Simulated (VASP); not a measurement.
# Rb2SnHgTe4: phonons from a supercell, part 6 of 6

Aim: the phonon dispersion and thermal properties of Rb2SnHgTe4. The start is a cell from a database of measured crystal structures.

VASP 6.6.1; LDA; plane waves and PAW (Hg, Te, Sn_d, Rb_sv).

So far. Step 3 (Relax the host again, on a new basis): The run ended after 2 ionic steps, 0.000 eV below its first step, once forces and stress met EDIFFG = -0.02. Step 4 (Tight relaxation): The run ended after 13 ionic steps, 0.000 eV below its first step, once forces and stress met EDIFFG = -0.002.

## (6) Force constants in the supercell (continued)

OUTCAR, selected parts (step 6):

```text
   k-points           NKPTS =      6   k-points in BZ     NKDIM =      6   number of bands    NBANDS=    163

   ENCUT  =  350.0 eV  25.72 Ry    5.07 a.u.  13.07 13.07 22.04*2*pi/ulx,y,z

   NELECT =     272.0000    total number of electrons

 E-fermi :   3.5590

 k-point     1 :       0.0000    0.0000    0.0000
  band No.  band energies     occupation
    ...
    132       3.0318      2.00000
    133       3.0321      2.00000
    134       3.2925      2.00000
    135       3.3731      2.00000
    136       3.3731      2.00000
    137       3.7403      0.00000
    138       4.1772      0.00000
    139       4.1777      0.00000
    140       4.9647      0.00000
    141       5.8736      0.00000
    ...

 POSITION                                       TOTAL-FORCE (eV/Angst)
 -----------------------------------------------------------------------------------
      0.00000      0.00000      0.00000         0.000000      0.000000      0.002644
      0.00000      0.00000      7.22555         0.000000      0.000000     -0.000654
      4.28564      4.28564      3.61277         0.000000      0.000000     -0.000712
      4.28564      4.28564     10.83832         0.000000      0.000000     -0.000706
      7.04988      1.52140      5.35681         0.007901     -0.008144     -0.002202
      7.04988      1.52140     12.58236         0.006186     -0.010626     -0.004866
      2.76424      5.80704      8.96958         0.007786     -0.007979     -0.002123
      2.76424      5.80704      1.74404         0.004369     -0.010472     -0.006152
      2.76424      2.76424     12.70706         0.011696      0.005426     -0.000808
      2.76424      2.76424      5.48151         0.008167      0.007974      0.003253
      7.04988      7.04988      1.86874         0.009730      0.005425      0.000554
      7.04988      7.04988      9.09429         0.008055      0.007797      0.003169
      1.52140      7.04988      5.35681        -0.007901      0.008144     -0.002202
      1.52140      7.04988     12.58236        -0.006186      0.010626     -0.004866
      5.80704      2.76424      8.96958        -0.007786      0.007979     -0.002123
      5.80704      2.76424      1.74404        -0.004369      0.010472     -0.006152
      1.52140      1.52140      1.86874        -0.009730     -0.005425      0.000554
      1.52140      1.52140      9.09429        -0.008055     -0.007797      0.003169
      5.80704      5.80704      5.48151        -0.008167     -0.007974      0.003253
      5.80704      5.80704     12.70706        -0.011696     -0.005426     -0.000808
      0.00000      0.00000      3.61277         0.000000      0.000000     -0.001428
      0.00000      0.00000     10.83832         0.000000      0.000000     -0.001414
      4.28564      4.28564      7.22555         0.000000      0.000000     -0.000959
      4.28564      4.28564      0.00000         0.000000      0.000000      0.004102
[...]
-----------------------------------------------------------------------------------
    total drift:                                0.000000     -0.000001     -0.000843

  FREE ENERGIE OF THE ION-ELECTRON SYSTEM (eV)
  ---------------------------------------------------
  free  energy   TOTEN  =      -109.2285029074 eV

  energy  without entropy=     -109.2285028935  energy(sigma->0) =     -109.22850290

 Eigenvectors and eigenvalues of the dynamical matrix
 ----------------------------------------------------

   1 f  =    5.740524 THz    36.068779 2PiTHz  191.483286 cm-1    23.740891 meV
             X         Y         Z           dx          dy          dz
      0.000000  0.000000  0.000000     0.000000   -0.000000    0.000235
      0.000000  0.000000  7.225548    -0.000000   -0.000000   -0.000235
      4.285641  4.285641  3.612774    -0.000000    0.000000   -0.023055
      4.285641  4.285641 10.838321    -0.000000    0.000000    0.023055
      7.049883  1.521399  5.356809    -0.118789    0.118789    0.128890
[...]
5.807040  2.764242  8.969583    -0.118789    0.118789   -0.128890
      5.807040  2.764242  1.744035     0.118789   -0.118789    0.128890
      1.521399  1.521399  1.868739    -0.000514   -0.000514    0.004128
      1.521399  1.521399  9.094286     0.000514    0.000514   -0.004128
      5.807040  5.807040  5.481513     0.118803    0.118803   -0.128832
      5.807040  5.807040 12.707060    -0.118803   -0.118803    0.128832
      0.000000  0.000000  3.612774    -0.000000   -0.000000   -0.005753
      0.000000  0.000000 10.838321    -0.000000   -0.000000    0.005753
      4.285641  4.285641  7.225548    -0.000000    0.000000    0.564330
      4.285641  4.285641  0.000000     0.000000    0.000000   -0.564330
[...]
0.000000  4.285641  3.612774    -0.000000   -0.000000   -0.000288
      0.000000  4.285641 10.838321     0.000000    0.000000    0.000288

   3 f  =    5.664169 THz    35.589023 2PiTHz  188.936340 cm-1    23.425110 meV
             X         Y         Z           dx          dy          dz
      0.000000  0.000000  0.000000    -0.000000   -0.000000   -0.097275
      0.000000  0.000000  7.225548    -0.000000   -0.000000   -0.097275
      4.285641  4.285641  3.612774     0.000000    0.000000    0.097275
      4.285641  4.285641 10.838321     0.000000    0.000000    0.097275
      7.049883  1.521399  5.356809     0.091803   -0.091803   -0.067097
      7.049883  1.521399 12.582357     0.091803   -0.091803   -0.067097
      2.764242  5.807040  8.969583    -0.091803    0.091803    0.067097
      2.764242  5.807040  1.744035    -0.091803    0.091803    0.067097
      2.764242  2.764242 12.707060     0.091803    0.091803    0.067097
      2.764242  2.764242  5.481513     0.091803    0.091803    0.067097
      7.049883  7.049883  1.868739    -0.091803   -0.091803   -0.067097
      7.049883  7.049883  9.094286    -0.091803   -0.091803   -0.067097
      1.521399  7.049883  5.356809    -0.091803    0.091803   -0.067097
      1.521399  7.049883 12.582357    -0.091803    0.091803   -0.067097
      5.807040  2.764242  8.969583     0.091803   -0.091803    0.067097
      5.807040  2.764242  1.744035     0.091803   -0.091803    0.067097
      1.521399  1.521399  1.868739     0.091803    0.091803   -0.067097
      1.521399  1.521399  9.094286     0.091803    0.091803   -0.067097
      5.807040  5.807040  5.481513    -0.091803   -0.091803    0.067097
      5.807040  5.807040 12.707060    -0.091803   -0.091803    0.067097
      0.000000  0.000000  3.612774    -0.000000   -0.000000    0.393227
      0.000000  0.000000 10.838321    -0.000000   -0.000000    0.393227
      4.285641  4.285641  7.225548     0.000000    0.000000   -0.393227
      4.285641  4.285641  0.000000     0.000000    0.000000   -0.393227
[...]
0.000000  4.285641  3.612774    -0.000000   -0.000000    0.015484
      0.000000  4.285641 10.838321    -0.000000   -0.000000    0.015484

   4 f  =    5.591066 THz    35.129706 2PiTHz  186.497898 cm-1    23.122782 meV
             X         Y         Z           dx          dy          dz
      0.000000  0.000000  0.000000    -0.000000    0.000000    0.096799
      0.000000  0.000000  7.225548     0.000000   -0.000000    0.096799
      4.285641  4.285641  3.612774     0.000000    0.000000    0.096799
      4.285641  4.285641 10.838321     0.000000    0.000000    0.096799
      7.049883  1.521399  5.356809    -0.102555    0.102555    0.062556
      7.049883  1.521399 12.582357    -0.102555    0.102555    0.062556
      2.764242  5.807040  8.969583    -0.102555    0.102555    0.062556
      2.764242  5.807040  1.744035    -0.102555    0.102555    0.062556
      2.764242  2.764242 12.707060     0.102555    0.102555    0.062556
    [... 3240 further lines ...]
      4.285641  0.000000  7.225548    -0.146579   -0.024940    0.000000
      0.000000  4.285641  3.612774    -0.146579   -0.024940    0.000000
      0.000000  4.285641 10.838321    -0.146579   -0.024940    0.000000

 ELASTIC MODULI CONTR FROM IONIC RELAXATION (kBar)
 Direction    XX          YY          ZZ          XY          YZ          ZX
 --------------------------------------------------------------------------------
 XX           0.0000      0.0000      0.0000      0.0000      0.0000      0.0000
 YY           0.0000      0.0000      0.0000      0.0000      0.0000      0.0000
 ZZ           0.0000      0.0000      0.0000      0.0000      0.0000      0.0000
 XY           0.0000      0.0000      0.0000      0.0000      0.0000      0.0000
 YZ           0.0000      0.0000      0.0000      0.0000      0.0000      0.0000
 ZX           0.0000      0.0000      0.0000      0.0000      0.0000      0.0000
 --------------------------------------------------------------------------------

[... 1 part as in an earlier step ...]

[... 13 further parts left out ...]
```

The last energy, forces, stress and levels in OUTCAR belong to the last displaced cell, not to the cell of POSCAR.

Numbers from this step:

```
electrons          : 272
lowest frequency   : -2.39e-6 cm⁻¹
highest frequency  : 192.0 cm⁻¹
dynamically stable : yes
zero point energy  : 16.15 meV/atom
heat capacity 300  : 24.49 J/K/mol of atoms
entropy 300        : 50.92 J/K/mol of atoms
```

With the long-range dipole term. The phonon branches at the labelled points (cm⁻¹):

```
          point  branch 1  branch 2  branch 3  branch 4  branch 21  branch 22  branch 23  branch 24
              Γ         0         0         0        23        127        174        179        186
0.47 of the way        15        15        24        29        127        175        179        187
              X        22        28        30        31        128        175        179        188
0.47 of the way        25        28        29        39        128        177        179        188
              M        28        29        29        45        128        179        179        189
0.47 of the way        21        23        30        34        128        177        179        188
              Γ         0         0         0        23        127        174        179        186
0.53 of the way        23        23        36        36        137        176        176        192
              Z        28        28        31        45        130        179        179        189
0.53 of the way        26        28        35        39        134        176        177        190
              P        28        28        39        39        136        176        176        190
0.53 of the way        26        27        35        36        136        176        176        190
              N        25        27        33        35        136        176        176        190
0.47 of the way        26        27        36        40        134        177        177        190
             Z1        28        28        31        45        130        179        179        189
0.53 of the way        28        28        29        45        128        179        179        189
              M        28        29        29        45        128        179        179        189
      jump to X        22        28        30        31        128        175        179        188
0.47 of the way        27        28        29        35        132        175        178        189
              P        28        28        39        39        136        176        176        190
```

The heat capacity at constant volume by temperature:

```
temperature (K)  heat capacity at constant volume (J/K/mol of atoms)
              0                                                    0
             25                                                 7.57
             75                                                 19.5
            100                                                 21.5
            150                                                 23.2
            175                                                 23.7
            200                                                 24.0
            250                                                 24.3
            275                                                 24.4
            300                                                 24.5
            350                                                 24.6
            375                                                 24.7
            425                                                 24.7
            450                                                 24.7
            475                                                 24.8
            525                                                 24.8
            550                                                 24.8
            575                                                 24.8
            625                                                 24.8
            650                                                 24.8
            700                                                 24.9
            725                                                 24.9
            750                                                 24.9
            800                                                 24.9
            825                                                 24.9
            850                                                 24.9
            900                                                 24.9
            925                                                 24.9
            975                                                 24.9
           1000                                                 24.9
```

Table of vibrational entropy by temperature:

temperature (K), vibrational entropy (J/K/mol of atoms) and a bar:
```
        0        0.0 
       25        4.2 ##
       50       12.1 #####
       75       19.3 #######
      100       25.2 #########
      125       30.1 ###########
      150       34.3 #############
      200       41.1 ###############
      225       43.9 ################
      250       46.5 #################
      275       48.8 ##################
      300       50.9 ###################
      325       52.9 ####################
      350       54.7 ####################
      375       56.4 #####################
      400       58.0 ######################
      425       59.5 ######################
      450       60.9 #######################
      475       62.2 #######################
      525       64.7 ########################
      550       65.9 ########################
      575       67.0 #########################
      600       68.0 #########################
      625       69.1 ##########################
      650       70.0 ##########################
      675       71.0 ##########################
      700       71.9 ###########################
      725       72.7 ###########################
      750       73.6 ###########################
      775       74.4 ############################
      800       75.2 ############################
      850       76.7 ############################
      875       77.4 #############################
      900       78.1 #############################
      925       78.8 #############################
      950       79.5 ##############################
      975       80.1 ##############################
     1000       80.7 ##############################
```

The density of states is left out, since its tetrahedron sum missed flat branches; the thermal sums count the modes directly.

## (7) Results

```yaml
highest_frequency: 192 cm⁻¹
lowest_frequency: -2.4e-6 cm⁻¹
zero_point_energy: 16.1 meV/atom
heat_capacity_300: 24.5 J/K/mol of atoms
entropy_300: 50.9 J/K/mol of atoms
```

The spectrum reaches 192 cm⁻¹, and its lowest point lies at 0 cm⁻¹. No mode is imaginary, so the structure is a local minimum as far as this supercell can tell. Frequencies between the wave vectors that fit the supercell are interpolated.

[Lines on the potential files, build, host, timing and source positions are cut from VASP's logs without a mark.]

[Logs are printed without paths, hosts, clocks, repeated set-up lines and the standing remarks that a program may print on its own settings, such as how far it seeks lower states.]

[Hosts, paths, dates, database ids (printed as entryN), source tags and the programs' standing remarks are cut or masked in the printed files.]

[Runs that stopped without an error message from VASP are left out.]
